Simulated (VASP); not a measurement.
# Cs2AgBiBr6: what moves the LDA gap besides the functional

Aim: test what besides the functional moves the gap of Cs2AgBiBr6. The starting structure is a cell with measured lattice constants from the literature and the atomic positions of a Crystallography Open Database entry. The atoms were first relaxed with LDA in that cell, in a run that isn't shown, and the relaxed structure is the one below.

Program: VASP 6.6.1. Level of theory: Kohn-Sham DFT with plane waves and PAW; LDA. Results are calculated unless marked as measured.

## 1. Starting point

The structure is cubic, space group Fm-3m (No. 225). Conventional cell: a = 11.267 Å, b = 11.267 Å, c = 11.267 Å, α = 90.00°, β = 90.00°, γ = 90.00°. Bi has 6 Br at 2.86 Å nearest. Nearest to Cs lie 12 Br at 3.98 Å. Nearest to Ag lie 6 Br at 2.77 Å. Br has 1 Ag at 2.77 Å and 1 Bi at 2.86 Å and 4 Cs at 3.98 Å nearest. Farther neighbours and most contacts between anions are not listed.

## 2. Reference bands

File INCAR:

```
SYSTEM = Cs2AgBiBr6
PREC = Accurate
ENCUT = 350
EDIFF = 1E-06
NELM = 100
ISMEAR = 0
SIGMA = 0.03
LREAL = .FALSE.
ALGO = Normal
GGA = CA
NBANDS = 67
LASPH = .TRUE.
LORBIT = 11
LWAVE = .FALSE.
LCHARG = .FALSE.
KPAR = 8
NCORE = 2
```

File POSCAR:

```
Cs2AgBiBr6
1.0
    0.0000000000      5.6333000000      5.6333000000
    5.6333000000      0.0000000000      5.6333000000
    5.6333000000      5.6333000000      0.0000000000
Bi Cs Ag Br
1 2 1 6
Direct
    0.0000000000      0.0000000000      0.0000000000
    0.7500000000      0.7500000000      0.7500000000
    0.2500000000      0.2500000000      0.2500000000
    0.5000000000      0.5000000000      0.5000000000
    0.7461466466      0.7461466466      0.2538533534
    0.2538533534      0.2538533534      0.7461466466
    0.7461466466      0.2538533534      0.2538533534
    0.7461466466      0.2538533534      0.7461466466
    0.2538533534      0.7461466466      0.7461466466
    0.2538533534      0.7461466466      0.2538533534
```

File KPOINTS:

```
Automatic mesh
0
Gamma
4 4 4
0 0 0
```

File KPOINTS_OPT:

```
Line mode
8
Line-mode
Reciprocal
  0.00000000   0.00000000   0.00000000 GAMMA
  0.50000000   0.00000000   0.50000000 X

  0.50000000   0.00000000   0.50000000 X
  0.50000000   0.25000000   0.75000000 W

  0.50000000   0.25000000   0.75000000 W
  0.37500000   0.37500000   0.75000000 K

  0.37500000   0.37500000   0.75000000 K
  0.00000000   0.00000000   0.00000000 GAMMA

  0.00000000   0.00000000   0.00000000 GAMMA
  0.50000000   0.50000000   0.50000000 L

  0.50000000   0.50000000   0.50000000 L
  0.62500000   0.25000000   0.62500000 U

  0.62500000   0.25000000   0.62500000 U
  0.50000000   0.25000000   0.75000000 W

  0.50000000   0.25000000   0.75000000 W
  0.50000000   0.50000000   0.50000000 L

  0.50000000   0.50000000   0.50000000 L
  0.37500000   0.37500000   0.75000000 K

  0.62500000   0.25000000   0.62500000 U
  0.50000000   0.00000000   0.50000000 X
```

PAW data sets: Bi_d, Cs_sv, Ag and Br (LDA family, release 64).

Command:

```bash
$ mpirun -np 16 vasp_std
```

What it wrote:

```text
[banner, memory and clock lines left out]
running   16 mpi-ranks, on    1 nodes
 distrk:  each k-point on    2 cores,    8 groups
 distr:  one band on    2 cores,    1 groups

 POSCAR found type information on POSCAR BiCsAgBr
 POSCAR found :  4 types and      10 ions
 LDA part: xc-table for (Slater(with rela. corr.)+CA(PZ))
 , standard interpolation
 POSCAR, INCAR and KPOINTS ok, starting setup
 FFT: planning ... GRIDC
 FFT: planning ... GRID_SOFT
 FFT: planning ... GRID
 WAVECAR not read
 entering main loop
       N       E                     dE             d eps       ncg     rms          rms(c)
DAV:   1     0.563345730421E+03    0.56335E+03   -0.29053E+04  1128   0.828E+02
DAV:   2     0.230475408694E+02   -0.54030E+03   -0.51478E+03  1298   0.219E+02
DAV:   3    -0.339824841868E+02   -0.57030E+02   -0.56571E+02  1304   0.849E+01
DAV:   4    -0.354976981982E+02   -0.15152E+01   -0.15120E+01  1293   0.168E+01
DAV:   5    -0.355377690063E+02   -0.40071E-01   -0.40062E-01  1464   0.249E+00    0.833E+00
DAV:   6    -0.342792775626E+02    0.12585E+01   -0.16599E+00  1394   0.749E+00    0.566E+00
DAV:   7    -0.341879642611E+02    0.91313E-01   -0.95691E-01  1352   0.295E+00    0.248E+00
DAV:   8    -0.341739756373E+02    0.13989E-01   -0.87990E-02  1290   0.116E+00    0.649E-01
DAV:   9    -0.341722735206E+02    0.17021E-02   -0.74017E-03  1256   0.373E-01    0.110E-01
DAV:  10    -0.341723700733E+02   -0.96553E-04   -0.96097E-04  1365   0.949E-02    0.763E-02
DAV:  11    -0.341724020286E+02   -0.31955E-04   -0.16681E-04  1328   0.496E-02    0.133E-02
DAV:  12    -0.341723976899E+02    0.43387E-05   -0.18156E-05  1301   0.211E-02    0.759E-03
DAV:  13    -0.341723979542E+02   -0.26430E-06   -0.44252E-06  1368   0.625E-03
   1 F= -.34172398E+02 E0= -.34172398E+02  d E =-.469240E-14
 Start KPOINTS_OPT (optional k-point list driver)
k-point batch [1-8\80]
       N       E                     dE             ncg
DAV:   1    -0.159599972433E+03   -0.57163E+04     1128
DAV:   2    -0.437271216700E+04   -0.42131E+04     1298
DAV:   3    -0.481965196357E+04   -0.44694E+03     1264
DAV:   4    -0.483128985294E+04   -0.11638E+02     1309
DAV:   5    -0.483159526698E+04   -0.30541E+00     1480
DAV:   6    -0.483160301594E+04   -0.77490E-02     1352
DAV:   7    -0.483160349773E+04   -0.48179E-03     1624
DAV:   8    -0.483160349967E+04   -0.19396E-05     1168
DAV:   9    -0.483160349973E+04   -0.60096E-07      864
[...]
k-point batch [73-80\80]
       N       E                     dE             ncg
DAV:   1    -0.114847892298E+03   -0.10544E+05     1112
DAV:   2    -0.438880902272E+04   -0.42740E+04     1293
DAV:   3    -0.483416104662E+04   -0.44535E+03     1336
DAV:   4    -0.484597279737E+04   -0.11812E+02     1352
DAV:   5    -0.484628414388E+04   -0.31135E+00     1477
DAV:   6    -0.484629231293E+04   -0.81690E-02     1448
DAV:   7    -0.484629286370E+04   -0.55078E-03     1632
DAV:   8    -0.484629286590E+04   -0.21922E-05     1272
DAV:   9    -0.484629286596E+04   -0.61008E-07      920
```

The job ended after 42 s (16 MPI ranks of AMD EPYC 9R45, shared host; peak memory 4.7 GiB).

Lines that name or quote the potential files are left out of all logs, and their timing lines are given in words.

OUTCAR, selected parts (step 2):

```text
ion  position               nearest neighbor table
   1  0.000  0.000  0.000-   5 2.86   6 2.86   7 2.86   8 2.86   9 2.86  10 2.86
   2  0.750  0.750  0.750-
   3  0.250  0.250  0.250-
   4  0.500  0.500  0.500-   5 2.77   6 2.77   7 2.77   8 2.77   9 2.77  10 2.77
   5  0.746  0.746  0.254-   4 2.77   1 2.86
   6  0.254  0.254  0.746-   4 2.77   1 2.86
   7  0.746  0.254  0.254-   4 2.77   1 2.86
   8  0.746  0.254  0.746-   4 2.77   1 2.86
   9  0.254  0.746  0.746-   4 2.77   1 2.86
  10  0.254  0.746  0.254-   4 2.77   1 2.86

  LATTYP: Found a face centered cubic cell.
 ALAT       =    11.2666000000

 Subroutine GETGRP returns: Found 48 space group operations
 (whereof 48 operations were pure point group operations)

The static configuration has the point symmetry O_h .

 Found      8 irreducible k-points:

   k-points           NKPTS =      8   k-points in BZ     NKDIM =      8   number of bands    NBANDS=     67

   dimension x,y,z NGX =    50 NGY =   50 NGZ =   50
   dimension x,y,z NGXF=   100 NGYF=  100 NGZF=  100

   ENCUT  =  350.0 eV  25.72 Ry    5.07 a.u.  12.15 12.15 12.15*2*pi/ulx,y,z

   NELECT =      86.0000    total number of electrons

 k-points in reciprocal lattice and weights: Automatic mesh
   0.00000000  0.00000000  0.00000000       0.016
   0.25000000  0.00000000  0.00000000       0.125
   0.50000000  0.00000000  0.00000000       0.062
   0.25000000  0.25000000  0.00000000       0.094
   0.50000000  0.25000000  0.00000000       0.375
  -0.25000000  0.25000000  0.00000000       0.188
   0.50000000  0.50000000  0.00000000       0.047
  -0.25000000  0.50000000  0.25000000       0.094

 average (electrostatic) potential at core
       1-110.0499       2 -48.0254       3 -48.0254       4 -76.6466       5 -69.7200
       6 -69.7200       7 -69.7200       8 -69.7200       9 -69.7200      10 -69.7200

 E-fermi :   1.3349

 k-point     1 :       0.0000    0.0000    0.0000
  band No.  band energies     occupation
    ...
     39       0.0495      2.00000
     40       0.0495      2.00000
     41       0.0495      2.00000
     42       0.5907      2.00000
     43       0.5907      2.00000
     44       3.2163      0.00000
     45       3.2163      0.00000
     46       3.2163      0.00000
     47       4.4980      0.00000
     48       5.4952      0.00000
    ...

 k-point     2 :       0.2500    0.0000    0.0000
  band No.  band energies     occupation
    ...
     39      -0.2739      2.00000
     40      -0.2739      2.00000
     41      -0.0525      2.00000
     42       0.1882      2.00000
     43       0.1882      2.00000
     44       2.7320      0.00000
     45       3.9366      0.00000
     46       3.9366      0.00000
     47       5.0743      0.00000
     48       5.8532      0.00000
    ...

 k-point     3 :       0.5000    0.0000    0.0000
  band No.  band energies     occupation
    ...
     39      -0.2802      2.00000
     40      -0.2802      2.00000
     41      -0.2757      2.00000
     42       0.0042      2.00000
     43       0.0042      2.00000
     44       2.2478      0.00000
     45       4.6321      0.00000
     46       4.6321      0.00000
     47       5.8758      0.00000
     48       5.9958      0.00000
    ...

  Total       -4.5606100     -4.5606100     -4.5606100     -0.0000000     -0.0000000      0.0000000
  in kB      -20.4368933    -20.4368933    -20.4368933     -0.0000000     -0.0000000      0.0000000
  external PRESSURE =     -20.4368933 kB  Pullay stress =       0.0000000 kB

  energy-cutoff  :      350.00
  volume of cell :      357.54
      direct lattice vectors                 reciprocal lattice vectors
     0.000000000  5.633300000  5.633300000    -0.088757922  0.088757922  0.088757922
     5.633300000  0.000000000  5.633300000     0.088757922 -0.088757922  0.088757922
     5.633300000  5.633300000  0.000000000     0.088757922  0.088757922 -0.088757922

 POSITION                                       TOTAL-FORCE (eV/Angst)
 -----------------------------------------------------------------------------------
      0.00000      0.00000      0.00000         0.000000      0.000000      0.000000
      8.44995      8.44995      8.44995         0.000000      0.000000      0.000000
      2.81665      2.81665      2.81665         0.000000     -0.000000      0.000000
      5.63330      5.63330      5.63330         0.000000      0.000000      0.000000
      5.63330      5.63330      8.40654         0.000000      0.000000     -0.006509
      5.63330      5.63330      2.86006         0.000000      0.000000      0.006509
      2.86006      5.63330      5.63330         0.006509      0.000000      0.000000
      5.63330      8.40654      5.63330         0.000000     -0.006509      0.000000
      8.40654      5.63330      5.63330        -0.006509      0.000000      0.000000
      5.63330      2.86006      5.63330         0.000000      0.006509      0.000000
 -----------------------------------------------------------------------------------
    total drift:                                0.000000      0.000000     -0.000000

  FREE ENERGIE OF THE ION-ELECTRON SYSTEM (eV)
  ---------------------------------------------------
  free  energy   TOTEN  =       -34.1723979542 eV

  energy  without entropy=      -34.1723979542  energy(sigma->0) =      -34.17239795

 total charge
# of ion       s       p       d       tot
------------------------------------------
    1        1.645   0.961   9.972  12.577
    2        1.836   4.683   0.018   6.537
    3        1.836   4.683   0.018   6.537
    4        0.262   0.195   9.291   9.747
    5        1.614   3.214   0.013   4.841
    6        1.614   3.214   0.013   4.841
    7        1.614   3.214   0.013   4.841
    8        1.614   3.214   0.013   4.841
    9        1.614   3.214   0.013   4.841
   10        1.614   3.214   0.013   4.841
--------------------------------------------------
tot         15.262  29.807  19.377  64.445

[... 3 further parts left out ...]
```

Spin-orbit coupling is off here; with elements this heavy it can split and shift levels by tenths of an eV, and by up to about 1 eV where a band edge is a 6p state. At this level the cell is under a tension of 2.0 GPa, so at these settings it is away from equilibrium.

The reference gap is 1.065 eV.

## 3. Bands with cell and atoms relaxed by LDA

Against step 2 the input has another starting structure. The cell comes from a relaxation at this level, not shown (333.06 Å³).

INCAR is that of step 2.

File POSCAR:

```
Cs2AgBiBr6
1.0
    0.0000000000      5.5017031804      5.5017031804
    5.5017031804      0.0000000000      5.5017031804
    5.5017031804      5.5017031804      0.0000000000
Bi Cs Ag Br
1 2 1 6
Direct
    0.0000000000      0.0000000000      0.0000000000
    0.7500000000      0.7500000000      0.7500000000
    0.2500000000      0.2500000000      0.2500000000
    0.5000000000      0.5000000000      0.5000000000
    0.7444976146      0.7444976146      0.2555023854
    0.2555023854      0.2555023854      0.7444976146
    0.7444976146      0.2555023854      0.2555023854
    0.7444976146      0.2555023854      0.7444976146
    0.2555023854      0.7444976146      0.7444976146
    0.2555023854      0.7444976146      0.2555023854
```

KPOINTS is that of step 2.

KPOINTS_OPT is that of step 2.

Command:

```bash
$ mpirun -np 16 vasp_std
```

What it wrote:

```text
[... set-up lines as in an earlier step ...]
 entering main loop
       N       E                     dE             d eps       ncg     rms          rms(c)
DAV:   1     0.556060152124E+03    0.55606E+03   -0.29298E+04  1104   0.833E+02
DAV:   2     0.222535343092E+02   -0.53381E+03   -0.50803E+03  1303   0.221E+02
DAV:   3    -0.340415534284E+02   -0.56295E+02   -0.55834E+02  1312   0.843E+01
DAV:   4    -0.355343995057E+02   -0.14928E+01   -0.14903E+01  1288   0.166E+01
[...]
DAV:  11    -0.343284713554E+02   -0.29838E-04   -0.13700E-04  1296   0.393E-02    0.148E-02
DAV:  12    -0.343284733763E+02   -0.20209E-05   -0.83684E-06  1392   0.103E-02    0.674E-03
DAV:  13    -0.343284734486E+02   -0.72311E-07   -0.20758E-06  1136   0.564E-03
   1 F= -.34328473E+02 E0= -.34328473E+02  d E =-.209604E-17
 Start KPOINTS_OPT (optional k-point list driver)
k-point batch [1-8\80]
       N       E                     dE             ncg
DAV:   1     0.238681733428E+03   -0.51328E+04     1128
DAV:   2    -0.405864392255E+04   -0.42973E+04     1284
DAV:   3    -0.450899376384E+04   -0.45035E+03     1285
DAV:   4    -0.452063155490E+04   -0.11638E+02     1264
DAV:   5    -0.452097703631E+04   -0.34548E+00     1616
DAV:   6    -0.452098100875E+04   -0.39724E-02     1304
DAV:   7    -0.452098124482E+04   -0.23607E-03     1664
DAV:   8    -0.452098124590E+04   -0.10793E-05     1064
DAV:   9    -0.452098124595E+04   -0.54189E-07      896
[...]
k-point batch [73-80\80]
       N       E                     dE             ncg
DAV:   1     0.223151484076E+03   -0.10357E+05     1096
DAV:   2    -0.407462494931E+04   -0.42978E+04     1284
DAV:   3    -0.452580130529E+04   -0.45118E+03     1311
DAV:   4    -0.453799929832E+04   -0.12198E+02     1312
DAV:   5    -0.453831402446E+04   -0.31473E+00     1528
DAV:   6    -0.453832134719E+04   -0.73227E-02     1392
DAV:   7    -0.453832183197E+04   -0.48478E-03     1669
DAV:   8    -0.453832183375E+04   -0.17775E-05     1224
DAV:   9    -0.453832183379E+04   -0.44677E-07      970
```

Wall time 39 s (16 MPI ranks); peak memory 4.3 GiB; 8.2 min of CPU time.

From OUTCAR (step 3):

```text
  Total       -0.2467237     -0.2467237     -0.2467237     -0.0000000     -0.0000000      0.0000000
  in kB       -1.1868614     -1.1868614     -1.1868614     -0.0000000     -0.0000000      0.0000000
  external PRESSURE =      -1.1868614 kB  Pullay stress =       0.0000000 kB

 POSITION                                       TOTAL-FORCE (eV/Angst)
 -----------------------------------------------------------------------------------
      0.00000      0.00000      0.00000         0.000000      0.000000      0.000000
      8.25255      8.25255      8.25255        -0.000000     -0.000000     -0.000000
      2.75085      2.75085      2.75085         0.000000      0.000000      0.000000
      5.50170      5.50170      5.50170         0.000000     -0.000000      0.000000
      5.50170      5.50170      8.19201         0.000000      0.000000      0.001772
      5.50170      5.50170      2.81140         0.000000      0.000000     -0.001772
      2.81140      5.50170      5.50170        -0.001772      0.000000      0.000000
      5.50170      8.19201      5.50170         0.000000      0.001772      0.000000
      8.19201      5.50170      5.50170         0.001772      0.000000      0.000000
      5.50170      2.81140      5.50170         0.000000     -0.001772      0.000000
 -----------------------------------------------------------------------------------
    total drift:                                0.000000      0.000000      0.000000

  FREE ENERGIE OF THE ION-ELECTRON SYSTEM (eV)
  ---------------------------------------------------
  free  energy   TOTEN  =       -34.3284734486 eV

  energy  without entropy=      -34.3284734486  energy(sigma->0) =      -34.32847345

[... 1 part as in an earlier step ...]

[... 2 further parts left out ...]
[key lines of the parts left out:]
E-fermi :   2.1441
```

With cell and atoms relaxed by LDA the gap is 0.947 eV, -0.118 eV from the reference.

## 4. Bands with no band path

Against step 2 the input has no band path (also changed: NBANDS).

INCAR: that of step 3 with these lines changed.

```diff
@@ -10,3 +10,3 @@
 GGA = CA
-NBANDS = 67
+NBANDS = 53
 LASPH = .TRUE.
```

File POSCAR:

```
Cs2AgBiBr6
1.0
    0.0000000000      5.6333000000      5.6333000000
    5.6333000000      0.0000000000      5.6333000000
    5.6333000000      5.6333000000      0.0000000000
Bi Cs Ag Br
1 2 1 6
Direct
    0.0000000000      0.0000000000      0.0000000000
    0.7500000000      0.7500000000      0.7500000000
    0.2500000000      0.2500000000      0.2500000000
    0.5000000000      0.5000000000      0.5000000000
    0.7461466466      0.7461466466      0.2538533534
    0.2538533534      0.2538533534      0.7461466466
    0.7461466466      0.2538533534      0.2538533534
    0.7461466466      0.2538533534      0.7461466466
    0.2538533534      0.7461466466      0.7461466466
    0.2538533534      0.7461466466      0.2538533534
```

KPOINTS is that of step 3.

Command:

```bash
$ mpirun -np 16 vasp_std
```

What it wrote:

```text
[... set-up lines as in an earlier step ...]
 entering main loop
       N       E                     dE             d eps       ncg     rms          rms(c)
DAV:   1     0.595799476636E+03    0.59580E+03   -0.30001E+04   888   0.105E+03
DAV:   2     0.263491028259E+02   -0.56945E+03   -0.55363E+03  1072   0.263E+02
DAV:   3    -0.337332351505E+02   -0.60082E+02   -0.59778E+02  1032   0.103E+02
DAV:   4    -0.354765034617E+02   -0.17433E+01   -0.17392E+01  1008   0.214E+01
[...]
DAV:  11    -0.341724003216E+02   -0.41276E-04   -0.17137E-04  1008   0.518E-02    0.133E-02
DAV:  12    -0.341723975988E+02    0.27228E-05   -0.19705E-05  1040   0.209E-02    0.765E-03
DAV:  13    -0.341723981501E+02   -0.55124E-06   -0.68662E-06  1016   0.879E-03
   1 F= -.34172398E+02 E0= -.34172398E+02  d E =-.951006E-25
```

It took 7.6 s on 16 MPI ranks; peak memory 3.8 GiB; 89 s of CPU time.

OUTCAR, selected parts (step 4):

```text
  Total       -4.5568300     -4.5568300     -4.5568300      0.0000000      0.0000000     -0.0000000
  in kB      -20.4199546    -20.4199546    -20.4199546      0.0000000      0.0000000     -0.0000000
  external PRESSURE =     -20.4199546 kB  Pullay stress =       0.0000000 kB

 POSITION                                       TOTAL-FORCE (eV/Angst)
 -----------------------------------------------------------------------------------
      0.00000      0.00000      0.00000         0.000000      0.000000      0.000000
      8.44995      8.44995      8.44995        -0.000000     -0.000000      0.000000
      2.81665      2.81665      2.81665         0.000000     -0.000000     -0.000000
      5.63330      5.63330      5.63330        -0.000000     -0.000000     -0.000000
      5.63330      5.63330      8.40654         0.000000      0.000000     -0.006647
      5.63330      5.63330      2.86006         0.000000      0.000000      0.006647
      2.86006      5.63330      5.63330         0.006647      0.000000      0.000000
      5.63330      8.40654      5.63330         0.000000     -0.006647      0.000000
      8.40654      5.63330      5.63330        -0.006647      0.000000      0.000000
      5.63330      2.86006      5.63330         0.000000      0.006647      0.000000
 -----------------------------------------------------------------------------------
    total drift:                                0.000000      0.000000     -0.000000

  FREE ENERGIE OF THE ION-ELECTRON SYSTEM (eV)
  ---------------------------------------------------
  free  energy   TOTEN  =       -34.1723981501 eV

  energy  without entropy=      -34.1723981501  energy(sigma->0) =      -34.17239815

[... 1 part as in an earlier step ...]

[... 2 further parts left out ...]
[key lines of the parts left out:]
E-fermi :   1.3956
```

With no band path the gap is 1.065 eV, +0.000 eV from the reference, read on the mesh alone.

[end of part 1 of 2]

[Lines on the potential files, build, host, timing and source positions are cut from VASP's logs without a mark.]

[Logs are printed without paths, hosts, clocks, repeated set-up lines and the standing remarks that a program may print on its own settings, such as how far it seeks lower states.]

[Hosts, paths, dates, database ids (printed as entryN), source tags and the programs' standing remarks are cut or masked in the printed files.]
